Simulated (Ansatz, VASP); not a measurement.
# CoO (zincblende prototype) in two plane-wave programs, part 3 of 3

Aim: how closely do two programs agree when they are given the same cell, functional and k mesh? The cell is invented: As first built, before any earlier steps moved the atoms (in the runner's words): zincblende prototype, lattice guessed from radii. It may not be a known or stable phase. The cell is taken from a series of runs on this material, whose earlier steps may have relaxed, scaled, displaced or heated it; both programs get it as it stands.

VASP 6.6.1 and Ansatz 0.2.0.

So far. Step 6 (VASP: single point, LDA, DFT+U, pair 2): The run ends at a pressure of -7.71 GPa.

### 8. Ansatz: single point, LDA, DFT+U, pair 3

Level of this step: Ansatz beside VASP: Kohn-Sham DFT, plane waves, LDA, DFT+U (Ansatz).

With cell and atoms fixed, the geometry can't cause a difference; cores, projectors, grids and the points listed under the comparison can. This pair takes another cell of the material, with 6 atoms against 4 for the pair before.

The cell is taken from a series of runs on this material, whose earlier steps may have relaxed, scaled, displaced or heated it; both programs get it as it stands.

Input file input.yaml:

```yaml
crystal:
  lattice:
    - [0.0, 2.285144763, 2.285144763]
    - [-2.285144763, 0.0, -2.285144763]
    - [-4.570289526, -4.570289526, 4.570289526]
  atoms:
    - { symbol: Co, position: [0.0, 0.0, 0.0], spin: 3.0 }
    - { symbol: Co, position: [0.333333333, 0.666666667, 0.666666667], spin: 3.0 }
    - { symbol: Co, position: [0.666666667, 0.333333333, 0.333333333], spin: 3.0 }
    - { symbol: O, position: [0.333333333, 0.666666667, 0.916666667] }
    - { symbol: O, position: [0.666666667, 0.333333333, 0.583333333] }
    - { symbol: O, position: [0.0, 0.0, 0.25] }
magnetization:
  spin_polarized: true
kpoints:
  mp_grid: { grid: [10, 10, 4] }
hamiltonian:
  xc: lda
  hubbard:
    sites:
      - { species: Co, l: d, u_eff: 0.88 }
      - { site: 0, l: d, u_eff: 0.88, starting_ns: [{ spin: up, occupation_matrix: co1_major }, { spin: down, occupation_matrix: co1_minor }] }
      - { site: 1, l: d, u_eff: 0.88, starting_ns: [{ spin: up, occupation_matrix: co1_major }, { spin: down, occupation_matrix: co1_minor }] }
      - { site: 2, l: d, u_eff: 0.88, starting_ns: [{ spin: up, occupation_matrix: co1_major }, { spin: down, occupation_matrix: co1_minor }] }
    projectors: ortho-atomic
    occupation_matrices:
      co1_major:
        matrix:
          - [0.997, 0.0, 0.0, 0.0, 0.0]
          - [0.0, 0.984, 0.0, 0.0, 0.0]
          - [0.0, 0.0, 0.984, 0.0, 0.0]
          - [0.0, 0.0, 0.0, 0.997, 0.0]
          - [0.0, 0.0, 0.0, 0.0, 0.984]
      co1_minor:
        matrix:
          - [0.816, 0.0, 0.0, 0.0, 0.0]
          - [0.0, 0.301, 0.0, 0.0, 0.0]
          - [0.0, 0.0, 0.301, 0.0, 0.0]
          - [0.0, 0.0, 0.0, 0.816, 0.0]
          - [0.0, 0.0, 0.0, 0.0, 0.301]
scf:
  occupations: { method: fermi_dirac, width: 0.05 }
output:
  eigenvalues: true
```

Launch:

```bash
$ ansatz run input.yaml --threads 4 --pin off --max-ram 8192MiB --backend cpu --events-out ev --progress --plain --runs-dir out
```

Numbers of over 12 decimals in the logs are rounded to 6 here.

What it wrote:

```text
[...]
Crystal: 6 atoms, lattice volume = 71.597 Å³
Basis set: ecut = 420 eV, 1395 PW (Γ)
Bands: 47, of which v1, the nominal top of the filled ones, is band 35 counted from 1 (34 counted from 0)
Symmetry: 18 space group operations
[...]
k-points: 50 of 400 (time reversal used)
[...]
Starting moments: Σ|m| = 9 μB on 3 of 6 sites
[...]
k-point 0 ↑: bands = [... 31 lower, 7.7638, 9.3892, 9.3892, 9.3892, 9.3892, 9.9265, 9.9535, 9.9535, ... 8 higher]
  k-point 1 ↑: bands = [... 31 lower, 8.4036, 9.1994, 9.1994, 9.5204, 9.6065, 9.6065, 9.9117, 9.9117, ... 8 higher]
  k-point 2 ↑: bands = [... 31 lower, 9.0210, 9.0210, 9.1209, 9.1209, 9.7914, 9.7914, 9.7914, 9.7914, ... 8 higher]
  k-point 49 ↓: bands = [... 31 lower, 9.9250, 9.9250, 10.8228, 10.9763, 10.9763, 11.2310, 11.3505, 11.3505, ... 8 higher]
Occupation matrices written to <dir>
[key lines of the parts left out:]
SCF converged after 16 iterations
Magnetization: 8.7261 μB (38.8630 up, 30.1370 down)
Free energy (F): -16848.029154 eV
Fermi energy:    9.787928 eV
```

### 9. VASP: single point, LDA, DFT+U, pair 3

The same cell, functional (in two slightly different forms), mesh and smearing now go to VASP, with its own data sets.

Input file INCAR:

```
SYSTEM = CoO
PREC = Accurate
ENCUT = 520
EDIFF = 1E-06
NELM = 200
ISMEAR = -1
SIGMA = 0.05
LREAL = .FALSE.
ALGO = Normal
GGA = PW92
NBANDS = 36
ISPIN = 2
MAGMOM = 2.33 2.33 2.33 0.34 0.34 0.34
LDAU = .TRUE.
LDAUTYPE = 2
LDAUL = 2 -1
LDAUU = 0.88 0
LDAUJ = 0 0
LDAUPRINT = 1
LASPH = .TRUE.
LMAXMIX = 4
LORBIT = 11
LWAVE = .FALSE.
LCHARG = .FALSE.
ISIF = 2
GGA_COMPAT = .FALSE.
KPAR = 2
```

Input file POSCAR:

```
CoO
1.0
    0.0000000000      2.2851447630      2.2851447630
   -2.2851447630      0.0000000000     -2.2851447630
   -4.5702895260     -4.5702895260      4.5702895260
Co O
3 3
Direct
    1.0000000000      0.0000000000      0.0000000000
    0.3333333333      0.6666666667      0.6666666667
    0.6666666667      0.3333333333      0.3333333333
    0.3333333333      0.6666666667      0.9166666667
    0.6666666667      0.3333333333      0.5833333333
    1.0000000000      0.0000000000      0.2500000000
```

Input file KPOINTS:

```
Automatic mesh
0
Gamma
10 10 4
0 0 0
```

The projector-augmented-wave data sets are Co and O (LDA family, release 64).

Launch:

```bash
$ mpirun -np 2 vasp_std
```

What it wrote:

```text
[banner, memory and clock lines left out]
running    2 mpi-ranks, on    1 nodes
[...]
[... a notice as in an earlier step ...]

 LDA part: xc-table for (Slater(with rela. corr.)+PW92), standard interpolation
 POSCAR, INCAR and KPOINTS ok, starting setup
[...]
entering main loop
       N       E                     dE             d eps       ncg     rms          rms(c)
DAV:   1     0.430181225092E+03    0.43018E+03   -0.19948E+04  7216   0.146E+03
DAV:   2     0.101663905678E+02   -0.42001E+03   -0.38011E+03  7384   0.357E+02
DAV:   3    -0.490634770295E+02   -0.59230E+02   -0.55619E+02  7960   0.150E+02
DAV:   4    -0.511375869825E+02   -0.20741E+01   -0.20547E+01  8376   0.299E+01
[...]
DAV:  15    -0.430543019112E+02   -0.15490E-04   -0.25985E-05  9508   0.497E-02    0.455E-02
DAV:  16    -0.430543026212E+02   -0.71001E-06   -0.10318E-05  8496   0.563E-02    0.175E-02
DAV:  17    -0.430543032065E+02   -0.58533E-06   -0.46467E-06  8924   0.249E-02
   1 F= -.43054303E+02 E0= -.43034242E+02  d E =-.401222E-01  mag=     8.7897
```

Parts of OUTCAR (step 9):

```text
  Total       -7.8925790     -7.8925790     -7.8925790      0.0023377     -0.0023377     -0.0023377
  in kB     -176.6188760   -176.6188760   -176.6188760      0.0523131     -0.0523131     -0.0523131
  external PRESSURE =    -176.6188760 kB  Pullay stress =       0.0000000 kB

 POSITION                                       TOTAL-FORCE (eV/Angst)
 -----------------------------------------------------------------------------------
      0.00000      0.00000      0.00000         0.000070      0.000070     -0.000070
     -4.57029     -2.28514      2.28514         0.000070      0.000070     -0.000070
     -2.28514      0.00000      2.28514         0.000070      0.000070     -0.000070
     -5.71286     -3.42772      3.42772        -0.000070     -0.000070      0.000070
     -3.42772     -1.14257      3.42772        -0.000070     -0.000070      0.000070
     -1.14257     -1.14257      1.14257        -0.000070     -0.000070      0.000070
 -----------------------------------------------------------------------------------
    total drift:                                0.000046      0.000046     -0.000045

  FREE ENERGIE OF THE ION-ELECTRON SYSTEM (eV)
  ---------------------------------------------------
  free  energy   TOTEN  =       -43.0543032065 eV

  energy  without entropy=      -43.0141810504  energy(sigma->0) =      -43.03424213

 magnetization (x)
# of ion       s       p       d       tot
------------------------------------------
    1        0.018   0.049   2.442   2.509
    2        0.018   0.049   2.442   2.509
    3        0.018   0.049   2.442   2.509
    4        0.020   0.310   0.000   0.330
    5        0.020   0.310   0.000   0.330
    6        0.020   0.310   0.000   0.330
--------------------------------------------------
tot          0.113   1.078   7.327   8.518

[... 3 further parts left out ...]
[key lines of the parts left out:]
E-fermi :   5.0463
```

The run ends at a pressure of -17.66 GPa, with forces up to 1.2e-4 eV/Å.

### 10. Differences

What differs besides the data sets and the points named for the pairs above, as far as they apply: the data sets hold 69 valence electrons in Ansatz (on its default PAW (the set named soft_2) files) and 45 in VASP. Total energies have different zeros and are not compared.

Compared:

```
          quantity  Ansatz  VASP  difference
 total moment (μB)    8.73  8.79       -0.06
moment on Co1 (μB)    2.33  2.51       -0.18
moment on Co2 (μB)    2.33  2.51       -0.18
moment on Co3 (μB)    2.33  2.51       -0.18
 moment on O4 (μB)    0.34  0.33       +0.01
 moment on O5 (μB)    0.34  0.33       +0.01
 moment on O6 (μB)    0.34  0.33       +0.01
```

### 11. Summary of results

```
difference in total moment (single point, LDA, DFT+U, pair 1) : -1.0e-4 μB
difference in total moment (single point, LDA, DFT+U, pair 2) : 0 μB
difference in total moment (single point, LDA, DFT+U, pair 3) : -0.064 μB
```

In words: The difference in total moment is -1.0e-4 μB (single point, LDA, DFT+U, pair 1). The data sets hold unlike numbers of valence electrons (46 in Ansatz and 30 in VASP and 69 in Ansatz and 45 in VASP), so part of the differences comes from the potentials. 5 further runs of this series are not shown here. How closely two codes agree says nothing of how well the functional describes the real material.

[Lines on the potential files, build, host, timing and source positions are cut from VASP's logs without a mark.]

[Logs are printed without paths, hosts, clocks, repeated set-up lines and the standing remarks that a program may print on its own settings, such as how far it seeks lower states.]

[Hosts, paths, dates, database ids (printed as entryN), source tags and the programs' standing remarks are cut or masked in the printed files.]
